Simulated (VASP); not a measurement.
# Fe with LDA: from relaxation to properties

How well does LDA reproduce what experiment finds for Fe? The cell is relaxed first, and properties follow on it. The steps: magnetic order: ferromagnetic, magnetic order: antiferromagnetic, q = (0, 0, 1/2), magnetic order: antiferromagnetic, q = (1/2, 1/2, 1/2), the orders side by side, full relaxation (LDA), second relaxation, single point with fields (LDA), band structure (LDA), density of states (LDA), core levels (LDA), independent-particle dielectric function (LDA) and electric field gradients (LDA). The start is a cell from a database of measured crystal structures.

Method: LDA, spin-polarised from a ferromagnetic start (one magnetic atom a cell); plane waves and PAW (Fe), in the first sound run; inputs show where later runs differ, in VASP 6.6.1.

**Measured values to reproduce.**

“Abiotic ammonium formation in the presence of Ni-Fe metals and alloys and its implications for the Hadean nitrogen cycle” (2008, pmc:2430951) reports for Fe, bcc, by powder XRD, LeBail refinement (commercial iron metal powder): lattice constant a (cubic cell parameter a) 2.866 ± 0.001 Å [commercial metal powder; measurement temperature not stated].

“Mössbauer Spectroscopy of Iron Carbides: From Prediction to Experimental Confirmation” (2016, pmc:4870625) quotes from earlier work for Fe, bcc alpha-Fe (bulk crystal, 0 K): moment of Fe (moment per Fe atom, experimental reference value) 2.2 μB [Rounded experimental reference value listed for 0 K; source not given in the passage].

The database entry behind the starting cell differs from later determinations by our own check (an axis about 0.7 % long against later determinations), so it need not match the best structure at ambient conditions.

## (1) Set-up

Symmetry: Im-3m, No. 229, cubic system. Conventional cell: a = 2.886 Å, b = 2.886 Å, c = 2.886 Å, α = 90.00°, β = 90.00°, γ = 90.00°. Nearest to Fe lie 8 Fe at 2.50 Å.

## (2) Magnetic order: ferromagnetic

The properties of a magnet depend on its order, so a few collinear patterns are compared first on the cell as listed, beginning with all moments parallel. LDA, the lowest rung, knows the local density alone.

Contents of INCAR:

```
SYSTEM = Fe
PREC = Accurate
ENCUT = 400
EDIFF = 1E-06
NELM = 100
ISMEAR = 1
SIGMA = 0.2
LREAL = .FALSE.
ALGO = Normal
GGA = CA
NBANDS = 12
ISPIN = 2
MAGMOM = 3
LASPH = .TRUE.
LMAXMIX = 4
LORBIT = 11
LWAVE = .FALSE.
LCHARG = .FALSE.
KPAR = 4
ISIF = 2
```

Contents of POSCAR:

```
Fe
1.0
   -1.4430000000      1.4430000000      1.4430000000
    1.4430000000     -1.4430000000      1.4430000000
    1.4430000000      1.4430000000     -1.4430000000
Fe
1
Direct
    0.0000000000      0.0000000000      0.0000000000
```

Contents of KPOINTS:

```
Automatic mesh
0
Gamma
11 11 11
0 0 0
```

Potentials, in the order of the species: Fe (LDA family, release 64).

Started as:

```bash
mpirun -np 4 vasp_std
```

The program printed:

```text
[banner, memory and clock lines left out]
running    4 mpi-ranks, on    1 nodes
 distrk:  each k-point on    1 cores,    4 groups
 distr:  one band on    1 cores,    1 groups

 POSCAR found type information on POSCAR Fe
 POSCAR found :  1 types and       1 ions
 LDA part: xc-table for (Slater(with rela. corr.)+CA(PZ))
 , standard interpolation
 POSCAR, INCAR and KPOINTS ok, starting setup
 FFT: planning ... GRIDC
 FFT: planning ... GRID_SOFT
 FFT: planning ... GRID
 WAVECAR not read
 entering main loop
       N       E                     dE             d eps       ncg     rms          rms(c)
DAV:   1     0.168804096813E+02    0.16880E+02   -0.33521E+03  2932   0.688E+02
DAV:   2    -0.953709468399E+01   -0.26418E+02   -0.24264E+02  2780   0.120E+02
DAV:   3    -0.101864769921E+02   -0.64938E+00   -0.64311E+00  3172   0.218E+01
DAV:   4    -0.101890145394E+02   -0.25375E-02   -0.25373E-02  3008   0.120E+00
DAV:   5    -0.101890324387E+02   -0.17899E-04   -0.17900E-04  3120   0.106E-01    0.110E+01
DAV:   6    -0.921033671647E+01    0.97870E+00   -0.12264E+01  3016   0.474E+01    0.654E+00
DAV:   7    -0.908721940892E+01    0.12312E+00   -0.10409E+00  3100   0.134E+01    0.345E+00
DAV:   8    -0.907804571364E+01    0.91737E-02   -0.36215E-03  3064   0.431E-01    0.119E+00
DAV:   9    -0.906992412662E+01    0.81216E-02   -0.50315E-03  3944   0.420E-01    0.273E-01
DAV:  10    -0.906939486326E+01    0.52926E-03   -0.30283E-04  3124   0.147E-01    0.579E-02
DAV:  11    -0.906942372186E+01   -0.28859E-04   -0.41228E-06  3036   0.191E-02    0.247E-02
DAV:  12    -0.906942738418E+01   -0.36623E-05   -0.26270E-06  2124   0.870E-03    0.882E-03
DAV:  13    -0.906942705746E+01    0.32672E-06   -0.45056E-07  1512   0.108E-02
   1 F= -.90694271E+01 E0= -.90700586E+01  d E =0.189474E-02  mag=     2.2453
```

It took 1.8 s on 4 MPI ranks of Intel Xeon 6975P-C (Granite Rapids), shared host; peak memory 0.44 GiB.

The logs omit lines about the potential files and the build; timing stands in the text.

Parts of OUTCAR (step 2):

```text
ion  position               nearest neighbor table
   1  0.000  0.000  0.000-

  LATTYP: Found a body centered cubic cell.
 ALAT       =     2.8860000000

 Subroutine GETGRP returns: Found 48 space group operations
 (whereof 48 operations were pure point group operations)

The static configuration has the point symmetry O_h .

 Found     56 irreducible k-points:

   k-points           NKPTS =     56   k-points in BZ     NKDIM =     56   number of bands    NBANDS=     12

   dimension x,y,z NGX =    16 NGY =   16 NGZ =   16
   dimension x,y,z NGXF=    32 NGYF=   32 NGZF=   32

   ENCUT  =  400.0 eV  29.40 Ry    5.42 a.u.   4.08  4.08  4.08*2*pi/ulx,y,z

   NELECT =       8.0000    total number of electrons

 k-points in reciprocal lattice and weights: Automatic mesh
   0.00000000  0.00000000  0.00000000       0.001
   0.09090909  0.00000000  0.00000000       0.009
   0.18181818  0.00000000  0.00000000       0.009
   0.27272727  0.00000000  0.00000000       0.009
   0.36363636  0.00000000  0.00000000       0.009
   0.45454545  0.00000000  0.00000000       0.009
   0.09090909  0.09090909  0.00000000       0.018
   0.18181818  0.09090909  0.00000000       0.036
   0.27272727  0.09090909 -0.00000000       0.036
[...]
-0.45454545 -0.45454545  0.36363636       0.006
  -0.45454545  0.45454545  0.45454545       0.005

 average (electrostatic) potential at core
       1 -44.4066

 E-fermi :   5.0779

 spin component 1
 k-point     1 :       0.0000    0.0000    0.0000
  band No.  band energies     occupation
    ...
      2       2.9173      1.00000
      3       2.9173      1.00000
      4       2.9173      1.00000
      5       4.1657      1.00000
      6       4.1657      1.00000
      7      29.4280      0.00000
      8      29.4280      0.00000
      9      29.4280      0.00000
     10      34.2119      0.00000
     11      34.2119      0.00000
    ...

 k-point     2 :       0.0909    0.0000    0.0000
  band No.  band energies     occupation
    ...
      2       2.8326      1.00000
      3       2.9089      1.00000
      4       3.0880      1.00000
      5       4.0854      1.00000
      6       4.1728      1.00000
      7      27.3481      0.00000
      8      28.8644      0.00000
      9      29.1475      0.00000
     10      32.9461      0.00000
     11      33.1863      0.00000
    ...

 k-point     3 :       0.1818    0.0000    0.0000
  band No.  band energies     occupation
    ...
      2       2.6090      1.00000
      3       2.8408      1.00000
      4       3.5641      1.00000
      5       3.9735      1.00000
      6       4.1971      1.00000
      7      23.3887      0.00000
      8      27.1203      0.00000
      9      28.6069      0.00000
     10      29.9992      0.00000
     11      31.9305      0.00000
    ...

 k-point     4 :       0.2727    0.0000    0.0000
  band No.  band energies     occupation
    ...
      2       2.3263      1.00000
      3       2.8405      1.00000
      4       4.0089      1.00000
      5       4.2384      1.00000
      6       4.2414      1.00000
      7      19.1806      0.00000
      8      25.2052      0.00000
      9      27.4439      0.00000
     10      28.1348      0.00000
     11      31.2985      0.00000
    ...

 k-point     5 :       0.3636    0.0000    0.0000
  band No.  band energies     occupation
    ...
      2       2.0758      1.00000
      3       3.5975      1.00000
      4       4.1714      1.00000
      5       4.2947      1.00000
      6       4.9217      0.98501
      7      15.3000      0.00000
      8      23.7485      0.00000
      9      25.4933      0.00000
     10      27.8221      0.00000
     11      31.1359      0.00000
    ...

 k-point     6 :       0.4545    0.0000    0.0000
  band No.  band energies     occupation
      1       0.4581      1.00000
      2       1.9307      1.00000
      3       4.1631      1.00000
      4       4.3327      1.00000
      5       5.2192      0.03783
      6       5.3646     -0.03048
      7      12.4332      0.00000
      8      22.9737      0.00000
      9      24.4129      0.00000
    ...

  Total       -1.9448386     -1.9448386     -1.9448386     -0.0000000      0.0000000      0.0000000
  in kB     -259.2597853   -259.2597853   -259.2597853     -0.0000000      0.0000000      0.0000000
  external PRESSURE =    -259.2597853 kB  Pullay stress =       0.0000000 kB

  energy-cutoff  :      400.00
  volume of cell :       12.02
      direct lattice vectors                 reciprocal lattice vectors
    -1.443000000  1.443000000  1.443000000     0.000000000  0.346500347  0.346500347
     1.443000000 -1.443000000  1.443000000     0.346500347  0.000000000  0.346500347
     1.443000000  1.443000000 -1.443000000     0.346500347  0.346500347  0.000000000

 POSITION                                       TOTAL-FORCE (eV/Angst)
 -----------------------------------------------------------------------------------
      0.00000      0.00000      0.00000         0.000000     -0.000000      0.000000
 -----------------------------------------------------------------------------------
    total drift:                                0.000000      0.000000     -0.000000

  FREE ENERGIE OF THE ION-ELECTRON SYSTEM (eV)
  ---------------------------------------------------
  free  energy   TOTEN  =        -9.0694270575 eV

  energy  without entropy=       -9.0713217955  energy(sigma->0) =       -9.07005864

 total charge
# of ion       s       p       d       tot
------------------------------------------
    1        0.466   0.486   6.218   7.170

 magnetization (x)
# of ion       s       p       d       tot
------------------------------------------
    1       -0.011  -0.035   2.272   2.225

[... 6 further parts left out ...]
```

The k-mesh is coarse for a metal. At this level the cell is under a tension of 25.9 GPa, so at these settings it is away from equilibrium.

This step gave:

```
electronic steps                                  : 13
electrons                                         : 8
bands                                             : 12
irreducible k points                              : 56
symmetry operations                               : 48
free energy (TOTEN)                               : -9.069 eV
energy at zero smearing                           : -9.070 eV
Fermi energy                                      : 5.078 eV
pressure                                          : -25.93 GPa
moment of the cell, from the last line of the log : 2.245 μB
metallic                                          : yes
```

Spin moment in the PAW sphere by atom:

```tsv
atom	spin moment in the PAW sphere (μB)
Fe1	2.23
```

The run ends ferromagnetic with a largest moment of 2.23 μB, and the mesh shows no gap.

## (3) Magnetic order: antiferromagnetic, q = (0, 0, 1/2)

This step: LDA, spin-polarised from an antiferromagnetic start; plane waves and PAW (Fe) (VASP 6.6.1).

System of this step: Fe. It takes space group Im-3m (No. 229, cubic). Conventional cell: a = 2.886 Å, b = 2.886 Å, c = 2.886 Å, α = 90.00°, β = 90.00°, γ = 90.00°. Fe has 8 Fe at 2.50 Å nearest.

Next, a pattern with opposite moments, which needs a doubled cell; q is given in the reciprocal vectors of the primitive cell.

INCAR, as its differences from that of step 2:

```diff
@@ -10,5 +10,5 @@
 GGA = CA
-NBANDS = 12
+NBANDS = 15
 ISPIN = 2
-MAGMOM = 3
+MAGMOM = 3 -3
 LASPH = .TRUE.
```

Contents of POSCAR:

```
Fe
1.0
   -1.4430000000      1.4430000000      1.4430000000
    1.4430000000     -1.4430000000      1.4430000000
    2.8860000000      2.8860000000     -2.8860000000
Fe
2
Direct
    0.0000000000      0.0000000000      0.0000000000
    0.0000000000      0.0000000000      0.5000000000
```

KPOINTS is that of step 2.

Started as:

```bash
mpirun -np 4 vasp_std
```

The program printed:

```text
[banner, memory and clock lines left out]
running    4 mpi-ranks, on    1 nodes
 distrk:  each k-point on    1 cores,    4 groups
 distr:  one band on    1 cores,    1 groups

 POSCAR found type information on POSCAR Fe
 POSCAR found :  1 types and       2 ions
 LDA part: xc-table for (Slater(with rela. corr.)+CA(PZ))
 , standard interpolation
 POSCAR, INCAR and KPOINTS ok, starting setup
 FFT: planning ... GRIDC
 FFT: planning ... GRID_SOFT
 FFT: planning ... GRID
 WAVECAR not read
 entering main loop
       N       E                     dE             d eps       ncg     rms          rms(c)
DAV:   1     0.674426089679E+02    0.67443E+02   -0.61522E+03 13503   0.115E+03
DAV:   2    -0.186823794338E+02   -0.86125E+02   -0.77467E+02 12974   0.227E+02
DAV:   3    -0.205138359857E+02   -0.18315E+01   -0.17430E+01 15858   0.486E+01
DAV:   4    -0.205269256283E+02   -0.13090E-01   -0.13082E-01 15179   0.348E+00
DAV:   5    -0.205271427822E+02   -0.21715E-03   -0.21715E-03 15872   0.446E-01    0.158E+01
DAV:   6    -0.180594144973E+02    0.24677E+01   -0.13911E+01 13415   0.794E+01    0.883E+00
DAV:   7    -0.177739923797E+02    0.28542E+00   -0.13874E+00 14913   0.242E+01    0.412E+00
DAV:   8    -0.177538465596E+02    0.20146E-01   -0.10644E-02 15354   0.121E+00    0.116E+00
DAV:   9    -0.177376453301E+02    0.16201E-01   -0.45224E-03 18437   0.118E+00    0.334E-01
DAV:  10    -0.177355344532E+02    0.21109E-02   -0.81553E-04 13709   0.458E-01    0.708E-02
DAV:  11    -0.177355097681E+02    0.24685E-04   -0.23124E-05 18599   0.733E-02    0.494E-02
DAV:  12    -0.177355082469E+02    0.15212E-05   -0.28887E-06 11995   0.260E-02    0.212E-02
DAV:  13    -0.177355083145E+02   -0.67580E-07   -0.71436E-07  7229   0.139E-02
   1 F= -.17735508E+02 E0= -.17733785E+02  d E =-.516857E-02  mag=     0.0000
```

Elapsed: 9 s, on 4 MPI ranks; peak memory 0.68 GiB; 34 s of CPU time.

From OUTCAR (step 3):

```text
  LATTYP: Found a base centered orthorhombic cell.
 ALAT       =     2.8860000000
 B/A-ratio  =     1.4142135624
 C/A-ratio  =     1.4142135624

 Subroutine GETGRP returns: Found  8 space group operations
 (whereof  8 operations were pure point group operations)

The static configuration has the point symmetry D_2h.

 Found    216 irreducible k-points:

   k-points           NKPTS =    216   k-points in BZ     NKDIM =    216   number of bands    NBANDS=     15

   dimension x,y,z NGX =    16 NGY =   16 NGZ =   36
   dimension x,y,z NGXF=    32 NGYF=   32 NGZF=   72

   ENCUT  =  400.0 eV  29.40 Ry    5.42 a.u.   4.08  4.08  8.15*2*pi/ulx,y,z

   NELECT =      16.0000    total number of electrons

 E-fermi :   5.3225

 spin component 1
 k-point     1 :       0.0000    0.0000    0.0000
  band No.  band energies     occupation
    ...
      4       3.4603      1.00000
      5       3.6044      1.00000
      6       4.1379      1.00000
      7       4.2311      1.00000
      8       4.5299      1.00000
      9       5.6858     -0.01382
     10       6.1435     -0.00000
     11       6.2785     -0.00000
     12       6.5894     -0.00000
     13      12.5697      0.00000
    ...

 k-point     2 :       0.0909    0.0000    0.0000
  band No.  band energies     occupation
    ...
      5       3.6333      1.00000
      6       4.0136      1.00000
      7       4.1826      1.00000
      8       4.4796      1.00000
      9       5.0743      1.03542
     10       6.1205     -0.00000
     11       6.2922     -0.00000
     12       7.2535     -0.00000
     13      13.0738      0.00000
     14      21.5800      0.00000
    ...

 k-point     3 :       0.1818    0.0000    0.0000
  band No.  band energies     occupation
    ...
      5       3.4195      1.00000
      6       3.9724      1.00000
      7       4.1870      1.00000
      8       4.3490      1.00000
      9       4.9008      1.00554
     10       6.1024     -0.00000
     11       6.2082     -0.00000
     12       7.8680     -0.00000
     13      14.6116      0.00000
     14      18.5696      0.00000
    ...

 k-point     4 :       0.2727    0.0000    0.0000
  band No.  band energies     occupation
    ...
      4       2.8081      1.00000
      5       3.1812      1.00000
      6       3.9230      1.00000
      7       4.2345      1.00000
      8       4.4205      1.00000
      9       5.3291      0.47199
     10       6.1052     -0.00000
     11       6.2417     -0.00000
     12       7.9752     -0.00000
     13      15.6845      0.00000
    ...

  Total       -4.7445264     -4.7445264     -3.5729303      0.9036591      0.0000000      0.0000000
  in kB     -316.2383050   -316.2383050   -238.1475678     60.2318537      0.0000000      0.0000000
  external PRESSURE =    -290.2080593 kB  Pullay stress =       0.0000000 kB

  energy-cutoff  :      400.00
  volume of cell :       24.04
      direct lattice vectors                 reciprocal lattice vectors
    -1.443000000  1.443000000  1.443000000     0.000000000  0.346500347  0.346500347
     1.443000000 -1.443000000  1.443000000     0.346500347  0.000000000  0.346500347
     2.886000000  2.886000000 -2.886000000     0.173250173  0.173250173  0.000000000

 POSITION                                       TOTAL-FORCE (eV/Angst)
 -----------------------------------------------------------------------------------
      0.00000      0.00000      0.00000         0.000000     -0.000000     -0.000000
      1.44300      1.44300     -1.44300        -0.000000      0.000000      0.000000
 -----------------------------------------------------------------------------------
    total drift:                                0.000000      0.000000     -0.000000

  FREE ENERGIE OF THE ION-ELECTRON SYSTEM (eV)
  ---------------------------------------------------
  free  energy   TOTEN  =       -17.7355083145 eV

  energy  without entropy=      -17.7303397494  energy(sigma->0) =      -17.73378546

 total charge
# of ion       s       p       d       tot
------------------------------------------
    1        0.468   0.497   6.198   7.164
    2        0.468   0.497   6.198   7.164
--------------------------------------------------
tot          0.937   0.994  12.396  14.327

 magnetization (x)
# of ion       s       p       d       tot
------------------------------------------
    1        0.010   0.026   1.895   1.931
    2       -0.010  -0.026  -1.895  -1.931
--------------------------------------------------
tot          0.000   0.000   0.000   0.000

[... 6 further parts left out ...]
```

At this level the cell is under a tension of 29.0 GPa, so at these settings it is away from equilibrium.

Numbers from this step:

```
electrons               : 16
bands                   : 15
irreducible k points    : 216
symmetry operations     : 8
free energy (TOTEN)     : -17.74 eV
energy at zero smearing : -17.73 eV
Fermi energy            : 5.322 eV
pressure                : -29.02 GPa
```

Spin moment in the PAW sphere by atom:

```tsv
atom	spin moment in the PAW sphere (μB)
Fe1	1.93
Fe2	-1.93
```

The energy lies +203.2 meV an atom from the first pattern. The run ends antiferromagnetic with a largest moment of 1.93 μB, and the mesh shows no gap.

(Continued in part 2 of 5.)

[Lines on the potential files, build, host, timing and source positions are cut from VASP's logs without a mark.]

[Logs are printed without paths, hosts, clocks, repeated set-up lines and the standing remarks that a program may print on its own settings, such as how far it seeks lower states.]

[Hosts, paths, dates, database ids (printed as entryN), source tags and the programs' standing remarks are cut or masked in the printed files.]

[Measured values are set beside computed ones only where the two were judged alike; some that the calculation misses by far are left out.]

[In band tables of VASP the shares of atoms and orbitals are scaled to a sum of 1 inside the atoms' spheres.]
